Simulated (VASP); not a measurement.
All values below come from PBE GGA, VASP's PBE PAW potentials (set 64) (plane waves; VASP).

The input files of a VASP run:

File POSCAR:
```
PdC
1.0
  2.7230200000   0.0000000000   0.0000000000
  0.0000000000   2.7230200000   0.0000000000
  0.0000000000   0.0000000000   2.7230200000
Pd C
1 1
Cart
  0.0000000000   0.0000000000   0.0000000000
  1.3615100000   1.3615100000   1.3615100000
```

### INCAR
```
LASPH  =  .TRUE.   # aspherical one-centre terms
ENCUT  =  800   # plane-wave cut-off (eV)
SIGMA  =  0.05
LMAXMIX  =  4
ALGO  =  Normal   # blocked Davidson
ISIF  =  2
ISMEAR  =  0
SYSTEM  =  PdC
EDIFF  =  1E-6
LREAL  =  .FALSE.   # projection in real space or not
NELM  =  100
PREC  =  Accurate
LCHARG  =  .FALSE.
LWAVE  =  .FALSE.
GGA  =  PE
```

KPOINTS:
```
Automatic mesh
0
G
  9 9 9
0 0 0
```

POTCAR, in this order: Pd C (PBE.64 set). Program: vasp_std.

Task: What does the run give for the energy per atom (σ→0), pressure, band gap (on the k-mesh)?

Result: 
```json
{
  "energy per atom (σ→0)": "-5386 meV/atom",
  "band gap (on the k-mesh)": "none (metal, semimetal or under 0.01 eV)",
  "pressure": "123.2 kbar"
}
```

### OSZICAR
```
...
DAV:   6    -0.118401720322E+02    0.27341E+00   -0.22008E+01   980   0.419E+01    0.136E+01
DAV:   7    -0.107924852678E+02    0.10477E+01   -0.38681E+00   845   0.205E+01    0.581E+00
DAV:   8    -0.107857294552E+02    0.67558E-02   -0.21245E-01   842   0.404E+00    0.173E+00
DAV:   9    -0.107743573094E+02    0.11372E-01   -0.42746E-02   844   0.207E+00    0.253E-01
DAV:  10    -0.107738902178E+02    0.46709E-03   -0.27657E-03   860   0.427E-01    0.140E-01
DAV:  11    -0.107738696953E+02    0.20523E-04   -0.18380E-04   934   0.128E-01    0.136E-02
DAV:  12    -0.107738702107E+02   -0.51542E-06   -0.62882E-06   858   0.260E-02
   1 F= -.10773870E+02 E0= -.10772949E+02  d E =-.184271E-02
```

The structure was generated: PdC was put into the CsCl type (Pm-3m), which need not be its known phase. The cell was not relaxed at this level. The run is one of a series of settings (ENCUT = 800 against the base run), some of them coarse on purpose.
